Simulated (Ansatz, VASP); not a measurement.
## Ta2Se in two plane-wave programs

Aim: how closely do two programs agree when they are given the same cell, functional and k mesh? The cell is taken from a series of runs on this material, whose earlier steps may have relaxed, scaled, displaced or heated it; both programs get it as it stands.

Method: plane waves, with VASP 6.6.1 beside it; relaxation of cell and atoms at PBEsol with D3(BJ), in Ansatz 0.2.0.

## (1) The starting structure

The structure is tetragonal, space group P4/nmm (No. 129). The conventional cell has a = 3.328 Å, b = 3.328 Å, c = 9.328 Å, α = 90.00°, β = 90.00°, γ = 90.00°. Ta has 5 Se at 2.62 to 3.38 Å and 9 Ta at 2.87 to 3.33 Å nearest. Nearest to Ta lie 8 Ta at 2.79 to 2.87 Å and 1 Se at 2.80 Å. Nearest to Se lie 6 Ta at 2.62 to 3.38 Å. Farther neighbours and most contacts between anions are not listed.

Structure file:

```
Ta Se
1.0
     3.32788    0.00000    0.00000
     0.00000    3.32788    0.00000
     0.00000    0.00000    9.32777
Ta Se
4 2
Cartesian
  1.6639 0.0000 6.9364
  0.0000 1.6639 2.3914
  1.6639 0.0000 0.7507
  0.0000 1.6639 8.5771
  1.6639 0.0000 3.5525
  0.0000 1.6639 5.7753
```

## (2) VASP: relaxation of cell and atoms, PBEsol with D3(BJ)

The relaxed volume is the usual yardstick between codes: in a stiff, nearly cubic crystal its relative difference is about their pressure difference at one cell divided by the bulk modulus.

Lines of VASP's logs that name or quote its potential files are left out, and so is its time.

Input file INCAR:

```
SYSTEM = Ta2Se
PREC = Accurate
ENCUT = 500
EDIFF = 1E-07
NELM = 120
ISMEAR = -1
SIGMA = 0.15
LREAL = .FALSE.
ALGO = Normal
GGA = PS
IVDW = 12
NBANDS = 34
LASPH = .TRUE.
LORBIT = 11
LWAVE = .FALSE.
LCHARG = .FALSE.
ISIF = 3
IBRION = 2
NSW = 80
EDIFFG = -0.005
GGA_COMPAT = .FALSE.
NELMIN = 4
KPAR = 2
```

Input file POSCAR:

```
Ta2Se
1.0
    3.3278810000      0.0000000000      0.0000000000
    0.0000000000      3.3278810000      0.0000000000
    0.0000000000      0.0000000000      9.3277680000
Ta Se
4 2
Direct
    0.5000001502      0.0000000000      0.7436293441
    0.0000000000      0.5000001502      0.2563706559
    0.5000001502      0.0000000000      0.0804777735
    0.0000000000      0.5000001502      0.9195222265
    0.5000001502      0.0000000000      0.3808483444
    0.0000000000      0.5000001502      0.6191516556
```

Input file KPOINTS:

```
Automatic mesh
0
Gamma
14 14 6
0 0 0
```

The projector-augmented-wave data sets are Ta_pv and Se (PBE family, release 64).

Command:

```console
mpirun -np 2 vasp_std
```

Numbers of over 12 decimals in the logs are rounded to 6 here.

What it wrote:

```text
[banner, memory and clock lines left out]
running    2 mpi-ranks, on    1 nodes
 distrk:  each k-point on    1 cores,    2 groups
 distr:  one band on    1 cores,    1 groups

 POSCAR found type information on POSCAR TaSe
 POSCAR found :  2 types and       6 ions
|                                                                             |
|               ----> ADVICE to this user running VASP <----                  |
|                                                                             |
|     You enforced a specific xc type in the INCAR file but a different       |
|     [... a line on the potential file left out ...]
|     I HOPE YOU KNOW WHAT YOU ARE DOING!                                     |
|                                                                             |

 LDA part: xc-table for (Slater+PW92), standard interpolation
 POSCAR, INCAR and KPOINTS ok, starting setup
 FFT: planning ... GRIDC
 FFT: planning ... GRID_SOFT
 FFT: planning ... GRID
 WAVECAR not read
 entering main loop
       N       E                     dE             d eps       ncg     rms          rms(c)
DAV:   1     0.511442071549E+03    0.51144E+03   -0.30009E+04  9792   0.161E+03
DAV:   2    -0.372291812936E+02   -0.54867E+03   -0.53985E+03 11106   0.456E+02
DAV:   3    -0.641848038007E+02   -0.26956E+02   -0.26510E+02 12678   0.863E+01
DAV:   4    -0.647530371680E+02   -0.56823E+00   -0.56343E+00 12232   0.120E+01
DAV:   5    -0.647665577525E+02   -0.13521E-01   -0.13476E-01 12992   0.151E+00    0.319E+01
DAV:   6    -0.619402881678E+02    0.28263E+01   -0.28109E+01 12988   0.317E+01    0.158E+01
DAV:   7    -0.615481391098E+02    0.39215E+00   -0.18989E+01 13088   0.167E+01    0.887E+00
DAV:   8    -0.607438584880E+02    0.80428E+00   -0.53797E+00 12762   0.141E+01    0.961E-01
DAV:   9    -0.607595499467E+02   -0.15691E-01   -0.27639E-01 11738   0.302E+00    0.523E-01
DAV:  10    -0.607589949165E+02    0.55503E-03   -0.11147E-02 13362   0.587E-01    0.212E-01
DAV:  11    -0.607586276505E+02    0.36727E-03   -0.26395E-03 13262   0.271E-01    0.884E-02
DAV:  12    -0.607585936993E+02    0.33951E-04   -0.28950E-04 12826   0.106E-01    0.311E-02
DAV:  13    -0.607585952571E+02   -0.15578E-05   -0.15100E-05 12096   0.247E-02    0.843E-03
DAV:  14    -0.607585945711E+02    0.68600E-06   -0.17848E-06 12984   0.752E-03    0.327E-03
DAV:  15    -0.607585942672E+02    0.30391E-06   -0.15817E-07  8052   0.259E-03    0.816E-04
DAV:  16    -0.607585943133E+02   -0.46120E-07   -0.80105E-08  7038   0.166E-03
   1 F= -.64648579E+02 E0= -.64536534E+02  d E =-.646486E+02
[... from here on, the cycles between the ionic steps are left out ...]
   2 F= -.64647155E+02 E0= -.64533496E+02  d E =0.142425E-02
   3 F= -.64649308E+02 E0= -.64536672E+02  d E =-.728407E-03
   5 F= -.64649555E+02 E0= -.64536590E+02  d E =-.247190E-03
   6 F= -.64649644E+02 E0= -.64536628E+02  d E =-.893961E-04
   7 F= -.64649736E+02 E0= -.64536589E+02  d E =-.180943E-03
   8 F= -.64649785E+02 E0= -.64536629E+02  d E =-.492574E-04
   9 F= -.64649876E+02 E0= -.64536686E+02  d E =-.139643E-03
  10 F= -.64649795E+02 E0= -.64536547E+02  d E =-.594657E-04
  11 F= -.64649888E+02 E0= -.64536683E+02  d E =-.152387E-03
  12 F= -.64649945E+02 E0= -.64536640E+02  d E =-.571028E-04
  13 F= -.64649974E+02 E0= -.64536525E+02  d E =-.861593E-04
  14 F= -.64649983E+02 E0= -.64536528E+02  d E =-.830848E-05
 trial-energy change:   -0.000008  1 .order   -0.000008   -0.000010   -0.000007
 step:   1.0449(harm=  1.0449)  dis= 0.00101  next Energy=   -64.649990 (dE=-0.155E-04)
 bond charge predicted
       N       E                     dE             d eps       ncg     rms          rms(c)
DAV:   1    -0.607823934922E+02   -0.27778E-03   -0.13958E-03 10146   0.197E-01    0.179E-02
DAV:   2    -0.607823974343E+02   -0.39421E-05   -0.89351E-05 11844   0.504E-02    0.819E-03
DAV:   3    -0.607823968295E+02    0.60476E-06   -0.20970E-06 12460   0.850E-03    0.503E-03
DAV:   4    -0.607823966448E+02    0.18470E-06   -0.77821E-07 11278   0.456E-03    0.199E-03
DAV:   5    -0.607823966266E+02    0.18241E-07   -0.31065E-07  8958   0.296E-03
  15 F= -.64649990E+02 E0= -.64536516E+02  d E =-.151927E-04
 curvature:  -0.78 expect dE=-0.214E-06 dE for cont linesearch -0.245E-08
 trial: gam= 0.03215 g(F)=  0.149E-07 g(S)=  0.260E-06 ort =-0.373E-06 (trialstep = 0.474E+00)
 search vector abs. value=  0.297E-06
 reached required accuracy - stopping structural energy minimisation
```

From OUTCAR (step 2):

```text
ion  position               nearest neighbor table
   1  0.500  0.000  0.744-   6 2.62   6 2.62   6 2.62   6 2.62   4 2.87   4 2.87   4 2.87   4 2.87
                             3 3.14
   2  0.000  0.500  0.256-   5 2.62   5 2.62   5 2.62   5 2.62   3 2.87   3 2.87   3 2.87   3 2.87
                             4 3.14
   3  0.500  0.000  0.080-   4 2.79   4 2.79   4 2.79   4 2.79   5 2.80   2 2.87   2 2.87   2 2.87
                             2 2.87   1 3.14
   4  0.000  0.500  0.920-   3 2.79   3 2.79   3 2.79   3 2.79   6 2.80   1 2.87   1 2.87   1 2.87
                             1 2.87   2 3.14
   5  0.500  0.000  0.381-   2 2.62   2 2.62   2 2.62   2 2.62   3 2.80
   6  0.000  0.500  0.619-   1 2.62   1 2.62   1 2.62   1 2.62   4 2.80

  LATTYP: Found a simple tetragonal cell.
 ALAT       =     3.3278810000
 C/A-ratio  =     2.8029151283

 Subroutine GETGRP returns: Found 16 space group operations
 (whereof  8 operations were pure point group operations)

The static configuration has the point symmetry D_2d.
 The point group associated with its full space group is D_4h.

 Found    144 irreducible k-points:

   k-points           NKPTS =    144   k-points in BZ     NKDIM =    144   number of bands    NBANDS=     34

   dimension x,y,z NGX =    24 NGY =   24 NGZ =   70
   dimension x,y,z NGXF=    48 NGYF=   48 NGZF=  140

   ENCUT  =  500.0 eV  36.75 Ry    6.06 a.u.   6.07  6.07 17.01*2*pi/ulx,y,z

   NELECT =      56.0000    total number of electrons

 k-points in reciprocal lattice and weights: Automatic mesh
   0.00000000  0.00000000  0.00000000       0.001
   0.07142857  0.00000000  0.00000000       0.003
   0.14285714  0.00000000  0.00000000       0.003
   0.21428571  0.00000000  0.00000000       0.003
   0.28571429  0.00000000  0.00000000       0.003
   0.35714286  0.00000000  0.00000000       0.003
   0.42857143  0.00000000  0.00000000       0.003
   0.50000000  0.00000000  0.00000000       0.002
   0.07142857  0.07142857  0.00000000       0.003
[...]
0.50000000  0.42857143  0.50000000       0.003
   0.50000000  0.50000000  0.50000000       0.001

 Edisp (eV)   -3.86787

 average (electrostatic) potential at core
       1 -35.7723       2 -35.7723       3 -34.8584       4 -34.8584       5 -52.5333
       6 -52.5333

 E-fermi :   7.0434

 k-point     1 :       0.0000    0.0000    0.0000
  band No.  band energies     occupation
    ...
     22       3.6315      2.00000
     23       4.5670      2.00000
     24       4.5670      2.00000
     25       5.5921      1.99987
     26       6.9534      1.29132
     27       7.2206      0.46967
     28       7.2206      0.46967
     29       7.5017      0.09000
     30       7.5017      0.09000
     31       7.7168      0.02221
    ...

 k-point     2 :       0.0714    0.0000    0.0000
  band No.  band energies     occupation
    ...
     24       4.5569      2.00000
     25       5.7270      1.99969
     26       6.9036      1.43495
     27       7.0642      0.93079
     28       7.1404      0.68739
     29       7.2595      0.38287
     30       7.3002      0.30583
     31       7.5456      0.06793
     32       8.2362      0.00070
     33       9.2892      0.00000
    ...

 k-point     3 :       0.1429    0.0000    0.0000
  band No.  band energies     occupation
    ...
     24       4.7073      2.00000
     25       5.7970      1.99951
     26       6.5053      1.94616
     27       6.5916      1.90621
     28       6.9962      1.15614
     29       7.2381      0.42906
     30       7.3768      0.19546
     31       7.4774      0.10494
     32       8.6766      0.00004
     33       8.9558      0.00001
    ...

 Edisp (eV)   -3.86759

  Total       0.00333     0.00333     0.00319     0.00000     0.00000     0.00000
  in kB       0.05136     0.05136     0.04922     0.00000     0.00000     0.00000
  external pressure =        0.05 kB  Pullay stress =        0.00 kB

  energy-cutoff  :      500.00
  volume of cell :      103.88
      direct lattice vectors                 reciprocal lattice vectors
     3.327395697  0.000000000 -0.000000000     0.300535341  0.000000000  0.000000000
     0.000000000  3.327395697  0.000000000     0.000000000  0.300535341  0.000000000
    -0.000000000  0.000000000  9.382271758     0.000000000  0.000000000  0.106583994

 POSITION                                       TOTAL-FORCE (eV/Angst)
 -----------------------------------------------------------------------------------
      1.66370      0.00000      6.98867         0.000000      0.000000     -0.000158
     -0.00000      1.66370      2.39360         0.000000      0.000000      0.000158
      1.66370      0.00000      0.75268         0.000000      0.000000     -0.000041
     -0.00000      1.66370      8.62959        -0.000000      0.000000      0.000041
      1.66370      0.00000      3.56386        -0.000000      0.000000      0.000358
     -0.00000      1.66370      5.81841         0.000000      0.000000     -0.000358
 -----------------------------------------------------------------------------------
    total drift:                               -0.000144     -0.000397     -0.000170

  FREE ENERGIE OF THE ION-ELECTRON SYSTEM (eV)
  ---------------------------------------------------
  free  energy   TOTEN  =       -64.6499896822 eV

  energy  without entropy=      -64.4230417617  energy(sigma->0) =      -64.53651572

 reached required accuracy - stopping structural energy minimisation

 total charge
# of ion       s       p       d       tot
------------------------------------------
    1        0.323   6.171   2.449   8.942
    2        0.323   6.171   2.449   8.942
    3        0.364   6.193   2.443   9.000
    4        0.364   6.193   2.443   9.000
    5        1.466   2.379   0.093   3.939
    6        1.466   2.379   0.093   3.939
--------------------------------------------------
tot          4.306  29.487   9.970  43.762

[... 3 further parts left out ...]
```

CONTCAR:

```
Ta2Se
   1.00000000000000
     3.3273956969660907    0.0000000000000000   -0.0000000000000000
     0.0000000000000000    3.3273956969660907    0.0000000000000000
    -0.0000000000000000    0.0000000000000000    9.3822717580171631
  Ta              Se
     4     2
Direct
     0.5000001502000018    0.0000000000000000    0.7448805446274763
     0.0000000000000000    0.5000001502000018    0.2551194553725234
     0.5000001502000018    0.0000000000000000    0.0802233279224392
     0.0000000000000000    0.5000001502000018    0.9197766720775609
     0.5000001502000018    0.0000000000000000    0.3798509557477474
     0.0000000000000000    0.5000001502000018    0.6201490442522528
```

(Continued in part 2 of 2.)

[Lines on the potential files, build, host, timing and source positions are cut from VASP's logs without a mark.]

[Logs are printed without paths, hosts, clocks, repeated set-up lines and the standing remarks that a program may print on its own settings, such as how far it seeks lower states.]

[Hosts, paths, dates, database ids (printed as entryN), source tags and the programs' standing remarks are cut or masked in the printed files.]
